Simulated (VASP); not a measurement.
Level of theory: PBE GGA, VASP's PBE PAW potentials (set 64) (plane waves; VASP).

VASP input:

### INCAR
```
SYSTEM=ZnSe
PREC=Normal; ENCUT=500; LREAL=.FALSE.
LASPH=.TRUE.; NBANDS=128
EDIFF=1E-8; NELM=1; ALGO=Exact
ISMEAR=0; SIGMA=0.01
GGA=PE
LWAVE=.TRUE.; LCHARG=.FALSE.
LOPTICS=.TRUE.
```

File KPOINTS:
```
kpoints
0
gamma
6 6 6
0 0 0
```

**POSCAR**
```
ZnSe
1
    0.0000000000     2.8350000000     2.8350000000
    2.8350000000     0.0000000000     2.8350000000
    2.8350000000     2.8350000000     0.0000000000
Zn Se
1 1
Direct
  0.0000000000   0.0000000000   0.0000000000
  0.2500000000   0.2500000000   0.2500000000
```

POTCAR, in this order: Zn_sv_GW Se_GW (PBE.64 set). Program: vasp_std. Read from the step before: WAVECAR.

The run wrote:

### OSZICAR
```
       N       E                     dE             d eps       ncg     rms          rms(c)
DIA:   1    -0.603464456574E+01   -0.60346E+01    0.00000E+00     0   0.000E+00
   1 F= -.60346446E+01 E0= -.60346446E+01  d E =0.000000E+00
 imaginary and real dielectric function
```

### OUTCAR
```


 plasma frequency squared (from intraband transitions) (eV^2)
  --------------------------------------------------------------------------------------
       0.000       0.000       0.000
       0.000       0.000       0.000
       0.000       0.000       0.000

 plasma frequency squared (from interband transitions, int dw w eps(2)(w)) (eV^2)
  --------------------------------------------------------------------------------------
     500.898       0.000       0.000       0.000      -0.000       0.000
       0.000      -0.000     500.898       0.000       0.000       0.000
      -0.000      -0.000       0.000      -0.000     500.898       0.000
```
(Selected blocks of OUTCAR.)

OUTCAR:
```
 val. band max:        2.5674095857   @ k =   0.0000   0.0000   0.0000

 cond. band min:       3.8330522702   @ k =   0.0000   0.0000   0.0000



 k-point     1 :       0.0000    0.0000    0.0000
  band No.  band energies     occupation
      1    -122.6219      2.00000
      2     -76.8117      2.00000
      3     -76.8116      2.00000
      4     -76.8116      2.00000
      5     -10.6870      2.00000
      6      -3.9653      2.00000
      7      -3.9653      2.00000
      8      -3.9653      2.00000
      9      -3.5962      2.00000
     10      -3.5962      2.00000
     11       2.5674      2.00000
     12       2.5674      2.00000
     13       2.5674      2.00000
     14       3.8331      0.00000
     15       8.3655      0.00000
     16       8.3655      0.00000
     17       8.3656      0.00000
     18      12.4797      0.00000
     19      14.0110      0.00000
     20      14.0110      0.00000
     21      15.6093      0.00000
     22      15.6093      0.00000
     23      15.6093      0.00000
     24      18.4447      0.00000
     25      28.6387      0.00000
     26      28.6387      0.00000
     27      28.6388      0.00000
     28      29.6458      0.00000
     29      29.6458      0.00000
     30      29.6458      0.00000
     31      30.7136      0.00000
     32      30.7137      0.00000
     33      30.7137      0.00000
     34      31.2998      0.00000
     35      31.2998      0.00000
     36      38.2904      0.00000
     37      42.1929      0.00000
     38      42.1929      0.00000
     39      42.7295      0.00000
     40      42.7295      0.00000
     41      42.7295      0.00000
     42      43.4296      0.00000
     43      43.7282      0.00000
     44      43.7282      0.00000
     45      43.7282      0.00000
     46      44.4488      0.00000
     47      44.4488      0.00000
     48      44.4488      0.00000
     49      45.2913      0.00000
     50      45.2914      0.00000
     51      45.2914      0.00000
     52      46.7752      0.00000
...
```

The density is held fixed in this step, so its total energy and stress have no physical meaning.

The compound is ZnSe in the zinc blende structure. The cell was not relaxed at this level.
